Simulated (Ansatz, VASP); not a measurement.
# Cross-check of PtS2 between VASP and Ansatz

Wanted: the spread between two codes on one cell, functional and k mesh. The cell is taken from a series of runs on this material, whose earlier steps may have relaxed, scaled, displaced or heated it; both programs get it as it stands.

Program: Ansatz 0.2.0. Level of theory: plane waves, with VASP 6.6.1 beside it; relaxation of cell and atoms at PBEsol. Results are calculated unless marked as measured.

## Step 1: Starting point

It takes space group P-3m1 (No. 164, trigonal). Conventional cell: a = 3.572 Å, b = 3.572 Å, c = 4.765 Å, α = 90.00°, β = 90.00°, γ = 120.00°. Pt has 6 S at 2.38 Å nearest. S has 3 Pt at 2.38 Å nearest. Farther neighbours and most contacts between anions are not listed.

## Step 2: Ansatz: relaxation of cell and atoms, PBEsol

Ansatz runs on its PAW soft_1 files.

The relaxed volume is the usual yardstick between codes: in a stiff, nearly cubic crystal its relative difference is about their pressure difference at one cell divided by the bulk modulus.

File input.yaml:

```yaml
crystal:
  lattice:
    - [3.5716394621, 0.0, 0.0]
    - [-1.785819731, 3.0931305073, 0.0]
    - [0.0, 0.0, 4.7651623674]
  atoms:
    - { symbol: Pt, position: [0.0, 0.0, 0.0] }
    - { symbol: S, position: [0.3333333333, 0.6666666667, 0.251140279] }
    - { symbol: S, position: [0.6666666667, 0.3333333333, 0.748859721] }
kpoints:
  mp_grid: { grid: [12, 12, 6] }
hamiltonian:
  xc: pbesol
  pseudopotentials: { kind: paw, azcp: { folder: soft_1 }, xc_functional: pbe }
scf:
  occupations: { method: fixed }
output:
  forces: true
  stress: true
  eigenvalues: true
relax:
  adjacent_minimum: "off"
  f_tol: 0.001
  max_steps: 60
  cell: { stress_tol: 0.01 }
```

Launch:

```
> ansatz run input.yaml --threads 8 --pin off --max-ram 16384MiB --backend cpu --events-out ev --progress --plain --runs-dir out
```

Numbers of over 12 decimals in the logs are rounded to 6 here.

What it wrote:

```text
Engine: ansatz 0.2.0, aarch64-unknown-linux-gnu
Pseudopotentials: kind: paw
Pseudopotential: Pt, paw, valence charge 18, recommended cutoff 420 eV (normal), soft_1/Pt.paw.azcp
Pseudopotential: S, paw, valence charge 6, recommended cutoff 420 eV (normal), soft_1/S.paw.azcp
Functional definition: PBEsol
  exchange = pbesol_x
  correlation = pbesol_c
Crystal: 3 atoms, lattice volume = 52.643 Å³
Basis set: ecut = 420 eV, 1005 PW (Γ), exchange–correlation on 48×48×64 points (8 copies of the dense FFT grid, shifted against one another)
Bands: 19, of which v1, the nominal top of the filled ones, is band 15 counted from 1 (14 counted from 0)
Symmetry: 12 space group operations
Space group: P-3m1 (ITA 164), of the structure as read, at distance tolerance 3.7e-5 Å
k-points: 100 of 864
Non-local potential: Pt, projectors of the file, l = 0: 3, l = 1: 2, l = 2: 2, l = 3: 1
Non-local potential: S, projectors of the file, l = 0: 2, l = 1: 2, l = 2: 1
PAW form: soft (Blöchl's): semilocal exchange-correlation on the pseudo side does not see the compensation charge
PAW frozen core: Pt, regenerated for the run's functional, and the local potential with it (the file was generated under x = pbe(κ = 0.804, μ = 0.219515), c = pbe(β = 0.066725))
PAW frozen core: S, regenerated for the run's functional, and the local potential with it (the file was generated under x = pbe(κ = 0.804, μ = 0.219515), c = pbe(β = 0.066725))
PAW one-centre angular grid: Pt, 590 points (default); XC on 64 Gauss nodes
PAW one-centre angular grid: S, 110 points (default); XC on 64 Gauss nodes
Initial density: superposition of atomic densities (chi_scale 0.1, normalization cell, long waves kept (reshape's long-wave potential 0.01 eV rms))
Initial wavefunctions: pseudopotential atomic-orbital guess
Functional: x = pbesol(κ = 0.804, μ = 0.123457), c = pbesol(β = 0.046)
SCF iter   1: F=—  HF=-14157.027056 eV  |F-HF|=—  |Δ(HF+E_count)|=         —  Δρ=7.82e-2  dr2=2.78e0  ethr=3.10e-3  ⟨swp⟩=4.6  Hψ=8433  notcnv=0  defer=200
preconditioner: auto → Resta (q_TF=auto, 2.484 Å⁻¹)  ε∞=7.2  [insulator: Δε(μ)=0.883 eV  Ē_g=9.630 eV  n_scr=20 (ndim 8)  ℏωp=24.0 eV  f_vac=0.000  ε∞_Penn≈7.2]
SCF iter   2: F=—  HF=-14156.486012 eV  |F-HF|=—  |Δ(HF+E_count)|=   5.41e-1  Δρ=2.73e-2  dr2=2.17e-1  ethr=3.10e-3  ⟨swp⟩=3.0  Hψ=3937  notcnv=0  defer=200
SCF iter   3: F=—  HF=-14156.455974 eV  |F-HF|=—  |Δ(HF+E_count)|=   3.00e-2  Δρ=1.60e-2  dr2=5.32e-2  ethr=7.24e-4  ⟨swp⟩=2.1  Hψ=2398  notcnv=0  defer=200
SCF iter   4: F=—  HF=-14156.446453 eV  |F-HF|=—  |Δ(HF+E_count)|=   9.52e-3  Δρ=1.33e-3  dr2=8.14e-4  ethr=1.77e-4  ⟨swp⟩=2.6  Hψ=2835  notcnv=0  defer=200
SCF iter   5: F=—  HF=-14156.446637 eV  |F-HF|=—  |Δ(HF+E_count)|=   1.83e-4  Δρ=3.04e-4  dr2=7.21e-5  ethr=2.71e-6  ⟨swp⟩=2.3  Hψ=3062  notcnv=0  defer=200
SCF iter   6: F=—  HF=-14156.446687 eV  |F-HF|=—  |Δ(HF+E_count)|=   5.02e-5  Δρ=9.24e-5  dr2=9.37e-6  ethr=2.40e-7  ⟨swp⟩=2.2  Hψ=2878  notcnv=0  defer=110
SCF iter   7: F=-14156.446688 eV  HF=-14156.446688 eV  |F-HF|=1.26e-8  |Δ(HF+E_count)|=   1.21e-6  Δρ=1.28e-5  dr2=6.79e-8  ethr=3.33e-10  ⟨swp⟩=8.1  Hψ=13665  notcnv=0
SCF 1 converged in 7 iterations: F = -14156.446688 eV  dr2 = 6.79e-8
  greatest PAW one-centre occupation: 1.000 electrons in one spin orbital (limit 2), on the Pt atom at site 0 (counted from 0), in its partial waves of l = 0
relax step   1: F+E_penalty+E_count = -14156.44668818 eV  Δ(F+E_penalty+E_count) = +0.000e0 eV  max|allowed force component| = 5.342e-4 eV/Å  Δτ_max = 0.0000 Å  P = +0.007 GPa  Ω = 52.643 Å³  (7 SCF iters, dr2 threshold 1.00e-7 eV, accepted)
Initial density: handed on by an earlier stage of this run
Initial wavefunctions: pseudopotential atomic-orbital guess (no wavefunctions were taken with the density)
iter 1 solved again at ethr=4.41e-7 eV; its pass at ethr=3.10e-3 eV (dr2=1.32e-4 eV) is discarded
SCF iter   1: F=—  HF=-14156.446669 eV  |F-HF|=—  |Δ(HF+E_count)|=         —  Δρ=1.40e-5  dr2=8.98e-8  ethr=4.41e-7  ⟨swp⟩=3.7  Hψ=14170  notcnv=0  defer=200
eigensolver tolerance schedule: the retry pair's looser diagonalisation over-reported the residual by 1472.43 of it (diagonalisation noise at 0.27 of the residual, at the tolerance the schedule requests for it); recorded, not acted on — ethr = c·dr2/N_el stays at c = 1.0e-1
preconditioner: auto → Resta (q_TF=auto, 2.484 Å⁻¹)  ε∞=7.2  [insulator: Δε(μ)=0.286 eV  Ē_g=9.656 eV  n_scr=20 (ndim 8)  ℏωp=24.0 eV  f_vac=0.004  ε∞_Penn≈7.2]
SCF iter   2: F=—  HF=-14156.446688 eV  |F-HF|=—  |Δ(HF+E_count)|=   1.88e-5  Δρ=6.98e-6  dr2=2.01e-8  ethr=2.99e-10  ⟨swp⟩=3.4  Hψ=4176  notcnv=0  defer=200
SCF iter   3: F=—  HF=-14156.446688 eV  |F-HF|=—  |Δ(HF+E_count)|=   1.36e-8  Δρ=3.20e-6  dr2=7.31e-9  ethr=6.68e-11  ⟨swp⟩=2.1  Hψ=2761  notcnv=0  defer=200
SCF iter   4: F=—  HF=-14156.446688 eV  |F-HF|=—  |Δ(HF+E_count)|=   2.97e-9  Δρ=1.55e-6  dr2=1.83e-9  ethr=2.44e-11  ⟨swp⟩=2.2  Hψ=2753  notcnv=0  defer=200
SCF iter   5: F=—  HF=-14156.446688 eV  |F-HF|=—  |Δ(HF+E_count)|=  8.80e-10  Δρ=4.30e-7  dr2=1.27e-10  ethr=6.08e-12  ⟨swp⟩=2.0  Hψ=2718  notcnv=0  defer=200
SCF iter   6: F=—  HF=-14156.446688 eV  |F-HF|=—  |Δ(HF+E_count)|=  6.55e-11  Δρ=1.06e-7  dr2=5.29e-12  ethr=1.00e-12  ⟨swp⟩=2.6  Hψ=2838  notcnv=0  defer=200
SCF iter   7: F=-14156.446688 eV  HF=-14156.446688 eV  |F-HF|=1.82e-12  |Δ(HF+E_count)|=  5.46e-12  Δρ=2.07e-8  dr2=1.95e-13  ethr=1.00e-12  ⟨swp⟩=10.2  Hψ=12114  notcnv=0
SCF 2 converged in 7 iterations: F = -14156.446688 eV  dr2 = 1.95e-13
relax step   2: F+E_penalty+E_count = -14156.44668820 eV  Δ(F+E_penalty+E_count) = -1.725e-8 eV  max|allowed force component| = 5.893e-4 eV/Å  Δτ_max = 0.0000 Å  P = +0.007 GPa  Ω = 52.643 Å³  stress off target by 9.75e-3 GPa  SCF on the basis re-selected at this cell (its energy is not comparable with the rows above)  (7 SCF iters)
basis re-selected at this cell: Δ(F+E_penalty+E_count) = -1.725e-8 eV, ΔP = -0.000 GPa vs the last step (what re-selecting the basis moved, of the pressure what is left beyond the Pulay correction that the steps carried, after the strain that the cell walked since its last selection, with what the two solves' SCF thresholds leave and, on support functions, any second-order correction that the steps lacked; it is no m [...]
SCF converged after 7 iterations
Free energy (F): -14156.446688 eV
Harris-Foulkes:  -14156.446688 eV  (|F-HF|=1.82e-12)
Internal energy: -14156.446688 eV  (E = F + TS)
E sigma→0 (E₀):  -14156.446688 eV
Fermi energy:    11.970946 eV
--- Per-component energies (eV) ---
  E_band       = -299.784195
  E_kinetic    = 806.215078
  E_local      = -2841.077014  (includes V_loc(G=0)·N_el)
  E_nonlocal   = 275.794110
  E_hartree    = 1117.280937
  E_xc         = -406.923753
  E_vxc        = -436.010782  (∫ρ·V_xc dr)
  E_paw        = -10530.054697  (= ΣΔE_a)
  E_vpaw       = -339.268610  (= ΣTr[D̂ρ^β])
  E_aug_tail   = 0.001129  (compensation charges beyond the density's cutoff)
  E_ewald      = -2578.093408
  E_core_change = 0.410930  (= ΣΔE_core)
  E_smearing   = -0.000000  (= −TS)
  E_closure    = 0.000000  (closes the sum)
  Σ components = -14156.446688   (vs F -14156.446688, Δ=0.00e0)
--- Forces (eV/Å), atoms counted from 1 ---
  atom   1  Pt     0.00000000     0.00000000     0.00000000
  atom   2  S     -0.00000000    -0.00000000     0.00058935
  atom   3  S      0.00000000     0.00000000    -0.00058935
  max |Σ_I F_I| component: 9.25e-18 eV/Å
--- Stress (GPa, compression-positive) ---
        0.009746       0.000000       0.000000
        0.000000       0.009746      -0.000000
        0.000000      -0.000000       0.001837
  P = ⅓ Tr σ = 0.0071 GPa (0.071 kbar)
--- Band table (eV; the first three rows and the last of 100) ---
  k-point 0: bands = [... 11 lower, 9.5968, 10.4720, 10.4720, 11.9709, 13.4265, 13.4265, 15.6946, 16.9750]
  k-point 1: bands = [... 11 lower, 9.5180, 10.3570, 10.3570, 11.5295, 13.6443, 13.6443, 15.9430, 17.4789]
  k-point 2: bands = [... 11 lower, 9.1759, 10.1491, 10.1491, 10.8224, 14.0935, 14.0935, 16.6232, 18.3529]
  k-point 99: bands = [... 11 lower, 7.5452, 8.1979, 9.5428, 9.5428, 13.9550, 13.9550, 18.6879, 19.3568]
--- Relaxed structure (1 steps of the walk, 1 accepted, 1 SCFs on fresh bases) ---
  F+E_penalty+E_count = -14156.44668820 eV   max|allowed force component| = 5.893e-4 eV/Å   (the final SCF, on the basis selected at the relaxed cell)
  cell:  # Å, volume = 52.6434 Å³
    - [3.571639, -2.8867452170765297e-11, 0.0]
    - [-1.785820, 3.093131, 0.0]
    - [0.0, 0.0, 4.7651623674]
  atoms:
    - { symbol: Pt, position: [0.0, 0.0, 0.0] }
    - { symbol: S, position: [0.333333, 0.666667, 0.251140] }
    - { symbol: S, position: [0.666667, 0.333333, 0.748859721] }
```

## Step 3: VASP: relaxation of cell and atoms, PBEsol

The same cell, functional and mesh now go to VASP, with its own data sets.

Lines of VASP's logs that name or quote its potential files are left out, and so is its time.

File INCAR:

```
SYSTEM = PtS2
PREC = Accurate
ENCUT = 500
EDIFF = 1E-07
NELM = 120
ISMEAR = 0
SIGMA = 0.01
LREAL = .FALSE.
ALGO = Normal
GGA = PS
NBANDS = 17
LASPH = .TRUE.
LORBIT = 11
LWAVE = .FALSE.
LCHARG = .FALSE.
ISIF = 3
IBRION = 2
NSW = 80
EDIFFG = -0.005
GGA_COMPAT = .FALSE.
NELMIN = 4
EFERMI = MIDGAP
KPAR = 2
```

File POSCAR:

```
PtS2
1.0
    3.5716390000      0.0000000000      0.0000000000
   -1.7858200000      3.0931310000      0.0000000000
    0.0000000000      0.0000000000      4.7651620000
Pt S
1 2
Direct
    0.0000000000      0.0000000000      0.0000000000
    0.3333333728      0.6666665589      0.2511402550
    0.6666669072      0.3333334411      0.7488597450
```

File KPOINTS:

```
Automatic mesh
0
Gamma
12 12 6
0 0 0
```

The projector-augmented-wave data sets are Pt and S (PBE family, release 64).

Launch:

```
> mpirun -np 2 vasp_std
```

What it wrote:

```text
[banner, memory and clock lines left out]
running    2 mpi-ranks, on    1 nodes
 distrk:  each k-point on    1 cores,    2 groups
 distr:  one band on    1 cores,    1 groups

 POSCAR found type information on POSCAR PtS
 POSCAR found :  2 types and       3 ions
|                                                                             |
|               ----> ADVICE to this user running VASP <----                  |
|                                                                             |
|     You enforced a specific xc type in the INCAR file but a different       |
|     [... a line on the potential file left out ...]
|     I HOPE YOU KNOW WHAT YOU ARE DOING!                                     |
|                                                                             |

 LDA part: xc-table for (Slater+PW92), standard interpolation
 POSCAR, INCAR and KPOINTS ok, starting setup
 FFT: planning ... GRIDC
 FFT: planning ... GRID_SOFT
 FFT: planning ... GRID
 WAVECAR not read
 entering main loop
       N       E                     dE             d eps       ncg     rms          rms(c)
DAV:   1     0.108773402420E+03    0.10877E+03   -0.10402E+04  3456   0.113E+03
DAV:   2    -0.134973497768E+02   -0.12227E+03   -0.11858E+03  4299   0.225E+02
DAV:   3    -0.182857632958E+02   -0.47884E+01   -0.47581E+01  4198   0.465E+01
DAV:   4    -0.183334673773E+02   -0.47704E-01   -0.47680E-01  4594   0.514E+00
DAV:   5    -0.183341493687E+02   -0.68199E-03   -0.68192E-03  4442   0.590E-01    0.185E+01
DAV:   6    -0.172713601133E+02    0.10628E+01   -0.68373E+00  3468   0.253E+01    0.122E+01
DAV:   7    -0.170272396889E+02    0.24412E+00   -0.12509E+00  3465   0.115E+01    0.567E+00
DAV:   8    -0.170018590858E+02    0.25381E-01   -0.75896E-02  3797   0.196E+00    0.126E+00
DAV:   9    -0.169978070941E+02    0.40520E-02   -0.96396E-03  4234   0.100E+00    0.251E-01
DAV:  10    -0.169978606858E+02   -0.53592E-04   -0.14726E-03  4010   0.253E-01    0.875E-02
DAV:  11    -0.169978796428E+02   -0.18957E-04   -0.43045E-05  4566   0.572E-02    0.469E-02
DAV:  12    -0.169978790472E+02    0.59564E-06   -0.64616E-06  4153   0.251E-02    0.104E-02
DAV:  13    -0.169978794723E+02   -0.42509E-06   -0.76908E-07  4175   0.629E-03    0.355E-03
DAV:  14    -0.169978795149E+02   -0.42639E-07   -0.55812E-08  2568   0.181E-03
   1 F= -.16997880E+02 E0= -.16997880E+02  d E =-.169979E+02
[... from here on, the cycles between the ionic steps are left out ...]
   2 F= -.16997693E+02 E0= -.16997693E+02  d E =0.186245E-03
   3 F= -.16997973E+02 E0= -.16997973E+02  d E =-.933192E-04
   4 F= -.16997973E+02 E0= -.16997973E+02  d E =-.933320E-04
   5 F= -.16997980E+02 E0= -.16997980E+02  d E =-.695133E-05
   6 F= -.16997992E+02 E0= -.16997992E+02  d E =-.192944E-04
   7 F= -.16997994E+02 E0= -.16997994E+02  d E =-.208200E-04
   8 F= -.16998000E+02 E0= -.16998000E+02  d E =-.609239E-05
   9 F= -.16998015E+02 E0= -.16998015E+02  d E =-.213837E-04
 curvature:  -3.49 expect dE=-0.204E-04 dE for cont linesearch -0.814E-05
 ZBRENT: increasing intervall
 opt :   5.4176  next Energy=   -16.998032 (dE=-0.385E-04)
 bond charge predicted
       N       E                     dE             d eps       ncg     rms          rms(c)
DAV:   1    -0.169984032817E+02   -0.38822E-03   -0.22766E-02  3400   0.101E+00    0.151E-01
DAV:   2    -0.169981106444E+02    0.29264E-03   -0.21332E-03  3774   0.442E-01    0.859E-02
DAV:   3    -0.169980517074E+02    0.58937E-04   -0.11673E-04  4399   0.109E-01    0.357E-02
DAV:   4    -0.169980346573E+02    0.17050E-04   -0.11592E-04  3557   0.611E-02    0.171E-02
DAV:   5    -0.169980336503E+02    0.10069E-05   -0.67517E-06  3831   0.168E-02    0.942E-03
DAV:   6    -0.169980334081E+02    0.24220E-06   -0.61766E-07  4555   0.692E-03    0.494E-03
DAV:   7    -0.169980329813E+02    0.42683E-06   -0.22620E-07  2870   0.352E-03    0.154E-03
DAV:   8    -0.169980329609E+02    0.20394E-07   -0.32565E-08  1779   0.148E-03
  10 F= -.16998033E+02 E0= -.16998033E+02  d E =-.392940E-04
 curvature:  -7.35 expect dE=-0.301E-04 dE for cont linesearch -0.209E-05
 trial: gam= 0.13659 g(F)=  0.228E-07 g(S)=  0.407E-05 ort = 0.275E-05 (trialstep = 0.152E+01)
 search vector abs. value=  0.534E-05
 reached required accuracy - stopping structural energy minimisation
```

(Continued in part 2 of 2.)

[Lines on the potential files, build, host, timing and source positions are cut from VASP's logs without a mark.]

[Logs are printed without paths, hosts, clocks, repeated set-up lines and the standing remarks that a program may print on its own settings, such as how far it seeks lower states.]

[Hosts, paths, dates, database ids (printed as entryN), source tags and the programs' standing remarks are cut or masked in the printed files.]
